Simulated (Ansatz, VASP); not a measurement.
## Cross-check of TiPbSe3 between VASP and Ansatz

Aim: how closely do two programs agree when they are given the same cell, functional and k mesh? The cell is generated by rule, not measured, and may not be a known phase. The cell is taken from a series of runs on this material, whose earlier steps may have relaxed, scaled, displaced or heated it; both programs get it as it stands.

Method: plane waves, with VASP 6.6.1 beside it; zone-centre phonons at LDA, in Ansatz 0.2.0.

The structure was built from a prototype and need not be the compound's stable phase.

### 1. Set-up

It takes space group Pm-3m (No. 221, cubic). Conventional cell: a = 4.885 Å, b = 4.885 Å, c = 4.885 Å, α = 90.00°, β = 90.00°, γ = 90.00°. Nearest to Ti lie 6 Se at 2.44 Å. Nearest to Pb lie 12 Se at 3.45 Å. Se has 2 Ti at 2.44 Å and 4 Pb at 3.45 Å nearest. Farther neighbours and most contacts between anions are not listed.

As a file:

```cif
data_structure
_symmetry_space_group_name_H-M 'Pm-3m'
_symmetry_Int_Tables_number 221
_cell_length_a 4.8848
_cell_length_b 4.8848
_cell_length_c 4.8848
_cell_angle_alpha 90.000
_cell_angle_beta 90.000
_cell_angle_gamma 90.000
_cell_volume 116.56
loop_
_atom_site_label
_atom_site_type_symbol
_atom_site_symmetry_multiplicity
_atom_site_Wyckoff_symbol
_atom_site_fract_x
_atom_site_fract_y
_atom_site_fract_z
_atom_site_occupancy
Ti1 Ti 1 b 0.50000 0.50000 0.50000 1
Pb1 Pb 1 a 0.00000 0.00000 0.00000 1
Se1 Se 3 c 0.00000 0.50000 0.50000 1
```

### 2. VASP: zone-centre phonons, LDA

Second derivatives magnify differences that forces hide, and they need a tight electronic threshold.

Lines of VASP's logs that name or quote its potential files are left out, and so is its time.

The input, INCAR:

```
SYSTEM = TiPbSe3
PREC = Accurate
ENCUT = 500
EDIFF = 1E-08
NELM = 120
ISMEAR = 1
SIGMA = 0.15
LREAL = .FALSE.
ALGO = Normal
GGA = PW92
NBANDS = 28
LASPH = .TRUE.
LORBIT = 11
LWAVE = .FALSE.
LCHARG = .FALSE.
ISIF = 2
IBRION = 8
GGA_COMPAT = .FALSE.
KPAR = 2
```

The input, POSCAR:

```
TiPbSe3
1.0
    4.8848117869      0.0000000000      0.0000000000
    0.0000000000      4.8848117869      0.0000000000
    0.0000000000      0.0000000000      4.8848117869
Ti Pb Se
1 1 3
Direct
    0.5000000000      0.5000000000      0.5000000000
    0.0000000000      0.0000000000      0.0000000000
    0.0000000000      0.5000000000      0.5000000000
    0.5000000000      0.0000000000      0.5000000000
    0.5000000000      0.5000000000      0.0000000000
```

The input, KPOINTS:

```
Automatic mesh
0
Gamma
6 6 6
0 0 0
```

PAW data sets: Ti_sv, Pb_d and Se (LDA family, release 64).

Command:

```bash
> mpirun -np 2 vasp_std
```

Numbers of over 12 decimals in the logs are rounded to 6 here.

Log:

```text
[banner, memory and clock lines left out]
running    2 mpi-ranks, on    1 nodes
 distrk:  each k-point on    1 cores,    2 groups
 distr:  one band on    1 cores,    1 groups

 POSCAR found type information on POSCAR TiPbSe
 POSCAR found :  3 types and       5 ions
|                                                                             |
|               ----> ADVICE to this user running VASP <----                  |
|                                                                             |
|     You enforced a specific xc type in the INCAR file but a different       |
|     [... a line on the potential file left out ...]
|     I HOPE YOU KNOW WHAT YOU ARE DOING!                                     |
|                                                                             |

 LDA part: xc-table for (Slater(with rela. corr.)+PW92), standard interpolation
 POSCAR, INCAR and KPOINTS ok, starting setup
 FFT: planning ... GRIDC
 FFT: planning ... GRID_SOFT
 FFT: planning ... GRID
 WAVECAR not read
 entering main loop
       N       E                     dE             d eps       ncg     rms          rms(c)
DAV:   1     0.462351883602E+03    0.46235E+03   -0.19938E+04  1120   0.156E+03
DAV:   2     0.307562486848E+02   -0.43160E+03   -0.41984E+03  1152   0.438E+02
DAV:   3    -0.274102359703E+02   -0.58166E+02   -0.55283E+02  1876   0.153E+02
DAV:   4    -0.317237889940E+02   -0.43136E+01   -0.42920E+01  1640   0.329E+01
DAV:   5    -0.319392737221E+02   -0.21548E+00   -0.21534E+00  1688   0.631E+00    0.135E+01
DAV:   6    -0.303475827901E+02    0.15917E+01   -0.30274E+01  1508   0.347E+01    0.147E+01
DAV:   7    -0.288388081402E+02    0.15088E+01   -0.32415E+01  1460   0.326E+01    0.656E+00
DAV:   8    -0.282401056049E+02    0.59870E+00   -0.17929E+00  1280   0.951E+00    0.171E+00
DAV:   9    -0.282381954091E+02    0.19102E-02   -0.45348E-01  1664   0.364E+00    0.111E+00
DAV:  10    -0.282277980415E+02    0.10397E-01   -0.50080E-02  1416   0.163E+00    0.431E-01
DAV:  11    -0.282304917294E+02   -0.26937E-02   -0.55084E-03  1448   0.564E-01    0.459E-01
DAV:  12    -0.282275190155E+02    0.29727E-02   -0.14153E-02  1452   0.757E-01    0.342E-02
DAV:  13    -0.282275684128E+02   -0.49397E-04   -0.47883E-04  1452   0.158E-01    0.384E-02
DAV:  14    -0.282275582961E+02    0.10117E-04   -0.89774E-05  1380   0.780E-02    0.145E-02
DAV:  15    -0.282275569950E+02    0.13011E-05   -0.11563E-05  1308   0.277E-02    0.402E-03
DAV:  16    -0.282275570005E+02   -0.54251E-08   -0.12487E-06  1560   0.813E-03    0.210E-03
DAV:  17    -0.282275569383E+02    0.62213E-07   -0.24595E-07  1632   0.344E-03    0.581E-04
DAV:  18    -0.282275569386E+02   -0.38290E-09   -0.30938E-08  1100   0.919E-04
   1 F= -.28227557E+02 E0= -.28229664E+02  d E =0.632153E-02
 Linear response reoptimize wavefunctions to high precision
DAV:   1    -0.282275569371E+02    0.15002E-08   -0.60267E-09  1028   0.607E-04
DAV:   2    -0.282275569372E+02   -0.50932E-10   -0.37067E-10   740   0.173E-04
 Linear response DOF=           4
 Linear response progress:
  Degree of freedom:   1/  4
       N       E                     dE             d eps       ncg     rms          rms(c)
RMM:   1    -0.731873964184E+00   -0.73187E+00    0.14818E+01  2521   0.843E+01
RMM:   2    -0.694191835463E+00    0.37682E-01   -0.33482E-01  3842   0.302E+00    0.203E-01
RMM:   3    -0.692756291537E+00    0.14355E-02   -0.25473E-02  4439   0.643E-01    0.977E-02
RMM:   4    -0.692962757955E+00   -0.20647E-03   -0.13012E-02  4845   0.331E-01    0.272E-02
RMM:   5    -0.694169848040E+00   -0.12071E-02   -0.20525E-03  4957   0.145E-01    0.159E-02
RMM:   6    -0.694583468422E+00   -0.41362E-03   -0.71523E-04  4916   0.828E-02    0.104E-02
RMM:   7    -0.695001620470E+00   -0.41815E-03   -0.25328E-04  4841   0.538E-02    0.167E-03
RMM:   8    -0.694961841559E+00    0.39779E-04   -0.13317E-04  5184   0.317E-02    0.207E-03
RMM:   9    -0.694998834624E+00   -0.36993E-04   -0.86681E-05  5113   0.215E-02    0.164E-03
RMM:  10    -0.695009505738E+00   -0.10671E-04   -0.61320E-05  5382   0.148E-02    0.176E-03
 first order change of Fermi-energy   0.17392E-02
 force on displaced ion       1 direction 1 :  -5.441  -0.000   0.000
 Linear response progress:
  Degree of freedom:   2/  4
       N       E                     dE             d eps       ncg     rms          rms(c)
RMM:   1    -0.339499788484E+00   -0.33950E+00   -0.24505E-01  3138   0.346E+00
RMM:   2    -0.341673206846E+00   -0.21734E-02   -0.85564E-03  3643   0.521E-01    0.419E-02
RMM:   3    -0.341441583475E+00    0.23162E-03   -0.10062E-03  4045   0.151E-01    0.239E-02
RMM:   4    -0.341130102060E+00    0.31148E-03   -0.18696E-04  4188   0.568E-02    0.528E-03
RMM:   5    -0.341081871880E+00    0.48230E-04   -0.41446E-05  4538   0.242E-02    0.260E-03
RMM:   6    -0.341109489923E+00   -0.27618E-04   -0.88076E-06  4574   0.117E-02    0.862E-04
RMM:   7    -0.341112988607E+00   -0.34987E-05   -0.36900E-06  4704   0.613E-03    0.477E-04
RMM:   8    -0.341115152838E+00   -0.21642E-05   -0.14675E-06  4835   0.335E-03    0.258E-04
RMM:   9    -0.341117835379E+00   -0.26825E-05   -0.78346E-07  4873   0.189E-03    0.847E-05
RMM:  10    -0.341118247915E+00   -0.41254E-06   -0.30301E-07  4864   0.120E-03    0.335E-05
RMM:  11    -0.341118298377E+00   -0.50462E-07   -0.23917E-07  5026   0.789E-04    0.101E-05
RMM:  12    -0.341118399464E+00   -0.10109E-06   -0.30015E-08  5003   0.533E-04    0.102E-05
RMM:  13    -0.341118592856E+00   -0.19339E-06    0.20042E-08  4906   0.382E-04    0.397E-06
RMM:  14    -0.341118677412E+00   -0.84556E-07   -0.11198E-07  5184   0.286E-04    0.293E-06
[...]
RMM:  18    -0.341118715922E+00   -0.20134E-07   -0.60460E-08  4752   0.127E-04    0.785E-06
RMM:  19    -0.341118770989E+00   -0.55067E-07   -0.37549E-08  4728   0.111E-04    0.597E-06
RMM:  20    -0.341118721899E+00    0.49090E-07   -0.25659E-08  4625   0.996E-05    0.945E-06
RMM:  21    -0.341118870959E+00   -0.14906E-06   -0.21853E-08  4948   0.971E-05    0.248E-06
RMM:  22    -0.341118961361E+00   -0.90403E-07   -0.28015E-08  5056   0.880E-05    0.329E-06
RMM:  23    -0.341118905500E+00    0.55862E-07   -0.87423E-09  4553   0.792E-05    0.151E-06
RMM:  24    -0.341118885120E+00    0.20380E-07   -0.18817E-08  4628   0.737E-05    0.235E-06
RMM:  25    -0.341118892328E+00   -0.72087E-08   -0.27625E-09  4355   0.692E-05    0.230E-06
 first order change of Fermi-energy   0.16786E-04
 force on displaced ion       2 direction 1 :   2.392  -0.000  -0.000
 Linear response progress:
  Degree of freedom:   3/  4
       N       E                     dE             d eps       ncg     rms          rms(c)
RMM:   1    -0.971211425857E-01   -0.97121E-01    0.42511E-02  4317   0.159E+00
RMM:   2    -0.926503516493E-01    0.44708E-02   -0.80969E-03  4171   0.431E-01    0.116E-01
RMM:   3    -0.931966447734E-01   -0.54629E-03   -0.31831E-03  4579   0.236E-01    0.609E-02
RMM:   4    -0.937421735388E-01   -0.54553E-03   -0.16922E-03  4622   0.135E-01    0.157E-02
RMM:   5    -0.938011663252E-01   -0.58993E-04   -0.47354E-04  4948   0.738E-02    0.818E-03
RMM:   6    -0.938531042139E-01   -0.51938E-04   -0.27084E-04  4880   0.440E-02    0.443E-03
RMM:   7    -0.938701169932E-01   -0.17013E-04   -0.12777E-04  4979   0.277E-02    0.223E-03
RMM:   8    -0.938881437512E-01   -0.18027E-04   -0.64827E-05  5083   0.182E-02    0.835E-04
RMM:   9    -0.938851353175E-01    0.30084E-05   -0.38514E-05  4991   0.121E-02    0.774E-04
RMM:  10    -0.938932259932E-01   -0.80907E-05   -0.25042E-05  4831   0.851E-03    0.375E-04
RMM:  11    -0.938951629714E-01   -0.19370E-05   -0.15327E-05  5231   0.579E-03    0.210E-04
RMM:  12    -0.938953152905E-01   -0.15232E-06   -0.20592E-05  5221   0.407E-03    0.355E-04
RMM:  13    -0.938954714255E-01   -0.15614E-06   -0.22718E-05  5411   0.295E-03    0.523E-04
RMM:  14    -0.938953446274E-01    0.12680E-06   -0.19887E-05  5094   0.217E-03    0.654E-04
RMM:  15    -0.938953234333E-01    0.21194E-07   -0.17826E-05  5374   0.166E-03    0.757E-04
RMM:  16    -0.938952293420E-01    0.94091E-07   -0.18008E-05  5064   0.127E-03    0.820E-04
RMM:  17    -0.938951441318E-01    0.85210E-07   -0.14550E-05  5193   0.101E-03    0.878E-04
RMM:  18    -0.938951901887E-01   -0.46057E-07   -0.13252E-05  5167   0.798E-04    0.914E-04
RMM:  19    -0.938951942170E-01   -0.40283E-08   -0.10291E-05  4695   0.654E-04    0.914E-04
 first order change of Fermi-energy  -0.16922E-02
 force on displaced ion       3 direction 1 : -12.832  -0.000   0.000
 Linear response progress:
  Degree of freedom:   4/  4
       N       E                     dE             d eps       ncg     rms          rms(c)
RMM:   1    -0.937294163232E-01   -0.93729E-01    0.17557E-02  7332   0.987E-01
RMM:   2    -0.889725127417E-01    0.47569E-02   -0.75565E-03  6831   0.360E-01    0.463E-02
RMM:   3    -0.893103067896E-01   -0.33779E-03   -0.15254E-03  7255   0.160E-01    0.226E-02
RMM:   4    -0.896243126432E-01   -0.31401E-03   -0.41764E-04  7322   0.721E-02    0.786E-03
RMM:   5    -0.896823522447E-01   -0.58040E-04   -0.14626E-04  7759   0.338E-02    0.584E-03
RMM:   6    -0.897063927988E-01   -0.24041E-04   -0.58664E-05  7677   0.183E-02    0.298E-03
RMM:   7    -0.897113643920E-01   -0.49716E-05   -0.29071E-05  7730   0.114E-02    0.213E-03
RMM:   8    -0.897161966695E-01   -0.48323E-05   -0.16419E-05  7927   0.744E-03    0.731E-04
RMM:   9    -0.897186323333E-01   -0.24357E-05   -0.61714E-06  8126   0.494E-03    0.329E-04
RMM:  10    -0.897210045759E-01   -0.23722E-05   -0.34314E-06  7916   0.347E-03    0.110E-04
RMM:  11    -0.897215017004E-01   -0.49712E-06   -0.35339E-07  8172   0.245E-03    0.519E-05
RMM:  12    -0.897218355013E-01   -0.33380E-06    0.34108E-06  8203   0.173E-03    0.101E-04
RMM:  13    -0.897218480665E-01   -0.12565E-07    0.47684E-06  8585   0.125E-03    0.173E-04
RMM:  14    -0.897216643077E-01    0.18376E-06    0.47191E-06  7920   0.935E-04    0.279E-04
RMM:  15    -0.897215351092E-01    0.12920E-06    0.54240E-06  8075   0.717E-04    0.338E-04
RMM:  16    -0.897214024823E-01    0.13263E-06    0.54769E-06  8023   0.567E-04    0.384E-04
RMM:  17    -0.897212988704E-01    0.10361E-06    0.48852E-06  8058   0.456E-04    0.408E-04
RMM:  18    -0.897214153130E-01   -0.11644E-06    0.41968E-06  7897   0.361E-04    0.397E-04
 first order change of Fermi-energy  -0.37902E-03
 force on displaced ion       3 direction 2 :   0.000   0.372   0.000
 Linear response finished
```

[end of part 1 of 3]

[Lines on the potential files, build, host, timing and source positions are cut from VASP's logs without a mark.]

[Logs are printed without paths, hosts, clocks, repeated set-up lines and the standing remarks that a program may print on its own settings, such as how far it seeks lower states.]

[Hosts, paths, dates, database ids (printed as entryN), source tags and the programs' standing remarks are cut or masked in the printed files.]
